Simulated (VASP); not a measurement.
Given:

```
TiC
1.0
    0.00000     2.18052     2.18052
    2.18052     0.00000     2.18052
    2.18052     2.18052     0.00000
Ti C
1 1
Cartesian
  0.00000   0.00000   0.00000
  2.18052   2.18052   2.18052
```

These are RPBE GGA, VASP's PBE PAW potentials (set 64) (plane waves; VASP) values and carry that method's errors. Run with 520 eV cut-off, 13×13×13 Γ-centred mesh, first-order Methfessel-Paxton smearing of 0.10 eV, potentials Ti_sv C.

Estimate the energy per atom (σ→0), band gap (on the k-mesh) with the smallest direct gap where there is one.

band gap (on the k-mesh): none (metal, semimetal or under 0.01 eV)
energy per atom (σ→0): -8.903 eV/atom

The absolute energy has meaning only against runs of the same code, potentials and settings.

The compound is TiC in the rock salt structure. It was relaxed first. The start is the result of an earlier pass.
